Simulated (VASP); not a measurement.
Output of a VASP run:

**OUTCAR**
```
 ion  position               nearest neighbor table
   1  0.333  0.667  0.250-   2 2.47   2 2.47   2 2.47   2 2.47   2 2.47   2 2.47
   2  0.667  0.333  0.750-   1 2.47   1 2.47   1 2.47   1 2.47   1 2.47   1 2.47
  LATTYP: Found a hexagonal cell.
 ALAT       =     2.4931587396
 C/A-ratio  =     1.6123820665
 Subroutine PRICEL returns:
 Original cell was already a primitive cell.
 Subroutine GETGRP returns: Found 24 space group operations
The static configuration has the point symmetry D_3d.
 The point group associated with its full space group is D_6h.
The dynamic configuration has the point symmetry D_3d.
The overall configuration has the point symmetry D_3d.
 Subroutine INISYM returns: Found 24 space group operations
 Subroutine IBZKPT returns following result:
 Found    135 irreducible k-points:

 Following reciprocal coordinates:
            Coordinates               Weight
  0.000000  0.000000  0.000000      1.000000
  0.066667 -0.000000  0.000000      6.000000
  0.133333 -0.000000  0.000000      6.000000
  0.200000 -0.000000  0.000000      6.000000
  0.266667 -0.000000  0.000000      6.000000
  0.333333  0.000000  0.000000      6.000000
  0.400000 -0.000000  0.000000      6.000000
  0.466667  0.000000  0.000000      6.000000
  0.066667  0.066667  0.000000      6.000000
  0.133333  0.066667  0.000000     12.000000
  0.200000  0.066667  0.000000     12.000000
  0.266667  0.066667  0.000000     12.000000
  0.333333  0.066667  0.000000     12.000000
  0.400000  0.066667  0.000000     12.000000
  0.466667  0.066667  0.000000      6.000000
  0.133333  0.133333  0.000000      6.000000
  0.200000  0.133333  0.000000     12.000000
  0.266667  0.133333  0.000000     12.000000
  0.333333  0.133333  0.000000     12.000000
  0.400000  0.133333  0.000000     12.000000
  0.200000  0.200000  0.000000      6.000000
  0.266667  0.200000  0.000000     12.000000
  0.333333  0.200000  0.000000     12.000000
  0.400000  0.200000  0.000000      6.000000
  0.266667  0.266667  0.000000      6.000000
  0.333333  0.266667  0.000000     12.000000
  0.333333  0.333333  0.000000      2.000000
  0.000000  0.000000  0.125000      2.000000
  0.066667 -0.000000  0.125000     12.000000
  0.133333 -0.000000  0.125000     12.000000
  0.200000 -0.000000  0.125000     12.000000
  0.266667 -0.000000  0.125000     12.000000
  0.333333  0.000000  0.125000     12.000000
  0.400000 -0.000000  0.125000     12.000000
  0.466667  0.000000  0.125000     12.000000
  0.066667  0.066667  0.125000     12.000000
  0.133333  0.066667  0.125000     24.000000
  0.200000  0.066667  0.125000     24.000000
  0.266667  0.066667  0.125000     24.000000
  0.333333  0.066667  0.125000     24.000000
   k-points           NKPTS =    135   k-points in BZ     NKDIM =    135   number of bands    NBANDS=     15
   number of dos      NEDOS =    301   number of ions     NIONS =      2
   total plane-waves  NPLWV =  12000
   dimension x,y,z NGX =    20 NGY =   20 NGZ =   30
   dimension x,y,z NGXF=    40 NGYF=   40 NGZF=   60
   ions per type =               2
   PREC   = accura    normal or accurate (medium, high low for compatibility)
   ISTART =      0    job   : 0-new  1-cont  2-samecut
   ICHARG =      2    charge: 1-file 2-atom 10-const
   ISPIN  =      2    spin polarized calculation?
   LNONCOLLINEAR =      F non collinear calculations
   LSORBIT =      F    spin-orbit coupling
   INIWAV =      1    electr: 0-lowe 1-rand  2-diag
   ENCUT  =  520.0 eV  38.22 Ry    6.18 a.u.   4.64  4.64  7.47*2*pi/ulx,y,z
   NELM   =    100;   NELMIN=  2; NELMDL= -5     # of ELM steps
   EDIFF  = 0.1E-05   stopping-criterion for ELM
   LREAL  =      F    real-space projection
   NLSPLINE    = F    spline interpolate recip. space projectors
   LMAXMIX     =    4 max onsite mixed and CHGCAR
   VOSKOWN=      0    Vosko Wilk Nusair interpolation
   EDIFFG = -.1E-01   stopping-criterion for IOM
...
```

File OSZICAR:
```
       N       E                     dE             d eps       ncg     rms          rms(c)
DAV:   1     0.799419997344E+02    0.79942E+02   -0.83058E+03  8316   0.158E+03
DAV:   2    -0.139007371431E+02   -0.93843E+02   -0.86885E+02  8114   0.255E+02
DAV:   3    -0.160610973939E+02   -0.21604E+01   -0.20980E+01  9731   0.550E+01
DAV:   4    -0.160940664950E+02   -0.32969E-01   -0.32960E-01 11702   0.517E+00
DAV:   5    -0.160943259195E+02   -0.25942E-03   -0.25942E-03  9893   0.449E-01    0.146E+01
DAV:   6    -0.144344740994E+02    0.16599E+01   -0.13464E+01  8681   0.748E+01    0.724E+00
DAV:   7    -0.140202397355E+02    0.41423E+00   -0.19234E+00  9024   0.273E+01    0.367E+00
DAV:   8    -0.140046916841E+02    0.15548E-01   -0.19911E-02 11190   0.160E+00    0.184E+00
DAV:   9    -0.139898347291E+02    0.14857E-01   -0.45650E-03 12158   0.116E+00    0.616E-01
DAV:  10    -0.139901388461E+02   -0.30412E-03   -0.80800E-04 10865   0.410E-01    0.257E-01
DAV:  11    -0.139900847866E+02    0.54059E-04   -0.17199E-04 10952   0.202E-01    0.295E-02
DAV:  12    -0.139900807156E+02    0.40710E-05   -0.99541E-06  9293   0.311E-02    0.150E-02
DAV:  13    -0.139900808319E+02   -0.11625E-06   -0.16251E-06  5869   0.204E-02
   1 F= -.13990081E+02 E0= -.13990460E+02  d E =-.139901E+02  mag=     3.1878
       N       E                     dE             d eps       ncg     rms          rms(c)
DAV:   1    -0.139903871720E+02   -0.30646E-03   -0.36424E-03  8310   0.109E+00    0.140E-01
DAV:   2    -0.139901456081E+02    0.24156E-03   -0.14270E-03  8933   0.771E-01    0.884E-02
DAV:   3    -0.139900874703E+02    0.58138E-04   -0.17594E-04  8786   0.271E-01    0.378E-02
DAV:   4    -0.139900826517E+02    0.48186E-05   -0.19486E-06  7717   0.183E-02    0.137E-02
DAV:   5    -0.139900783959E+02    0.42558E-05   -0.77174E-07  4556   0.141E-02    0.257E-03
DAV:   6    -0.139900785513E+02   -0.15537E-06   -0.44801E-07  4260   0.895E-03
   2 F= -.13990079E+02 E0= -.13990452E+02  d E =0.228054E-05  mag=     3.1904
```

### OUTCAR
```
------------------------ aborting loop because EDIFF is reached ----------------------------------------
  FORCE on cell =-STRESS in cart. coord.  units (eV):
  Direction    XX          YY          ZZ          XY          YZ          ZX
  --------------------------------------------------------------------------------------
  Total       -0.0117212     -0.0117212     -0.0114835      0.0000000      0.0000000     -0.0000000
  in kB       -0.8668202     -0.8668204     -0.8492436      0.0000000      0.0000000     -0.0000000
  external PRESSURE =      -0.8609614 kB  Pullay stress =       0.0000000 kB
  volume of cell :       21.66
      direct lattice vectors                 reciprocal lattice vectors
     1.246955393 -2.159790328  0.000000000     0.400976653 -0.231503954  0.000000000
     1.246955393  2.159790328  0.000000000     0.400976653  0.231503954 -0.000000000
     0.000000000  0.000000000  4.022182048     0.000000000  0.000000000  0.248621268
 POSITION                                       TOTAL-FORCE (eV/Angst)
 -----------------------------------------------------------------------------------
      1.24696      0.71993      1.00555        -0.000000      0.000000      0.000000
      1.24696     -0.71993      3.01664         0.000000     -0.000000      0.000000
 -----------------------------------------------------------------------------------
    total drift:                               -0.000000      0.000001     -0.000029
  FREE ENERGIE OF THE ION-ELECTRON SYSTEM (eV)
  ---------------------------------------------------
  free  energy   TOTEN  =       -13.9900785513 eV

  energy  without entropy=      -13.9911995431  energy(sigma->0) =      -13.99045222

 total charge

# of ion       s       p       d       tot
------------------------------------------
    1        0.488   0.517   7.279   8.283
    2        0.488   0.517   7.279   8.283
--------------------------------------------------
tot          0.976   1.033  14.558  16.567

 magnetization (x)

# of ion       s       p       d       tot
------------------------------------------
    1       -0.014  -0.047   1.671   1.610
    2       -0.014  -0.047   1.671   1.610
--------------------------------------------------
tot         -0.027  -0.095   3.342   3.220

 reached required accuracy - stopping structural energy minimisation
```
(Selected blocks of OUTCAR.)

### POSCAR
```
Co
1
    1.2465792695    -2.1591388621    -0.0000000000
    1.2465792695     2.1591388621     0.0000000000
   -0.0000000000     0.0000000000     4.0199244406
Co
2
Direct
  0.3333330000   0.6666670000   0.2500000000
  0.6666670000   0.3333330000   0.7500000000
```

Task: Write an INCAR and KPOINTS that could have produced this output.

Result: One answer among several that fit: the input of the run itself, PW91 GGA, plane waves, VASP's PBE PAW potentials (set 64).

File KPOINTS:
```
kpoints
0
Gamma
 15 15 8
```

INCAR:
```
! general
SYSTEM  = Co
PREC    = Accurate
ENCUT   = 520   ! plane-wave cut-off (eV)
LREAL   = .FALSE.
LASPH   = .TRUE.   ! aspherical one-centre terms

! electronic loop
EDIFF   = 1E-6
NELM    = 100   ! most electronic steps
ALGO    = Normal   ! blocked Davidson
LMAXMIX = 4   ! l cut-off of mixed one-centre charges

! smearing
ISMEAR  = 1   ! Methfessel-Paxton
SIGMA   = 0.1   ! width (eV)

! functional
GGA     = 91   ! PW91

! spin
ISPIN   = 2
MAGMOM  = 2*1.6

! ions
IBRION  = 2
NSW     = 60
ISIF    = 3
EDIFFG  = -0.01   ! ionic stop

! output
LWAVE   = .FALSE.
LCHARG  = .FALSE.
LORBIT  = 10
```

POTCAR, in this order: Co (PBE.64 set). Program: vasp_std.

The compound is Co in the hcp structure. This run relaxes it. Symmetry was kept, so distortions that lower it aren't found. The start is the result of an earlier pass.
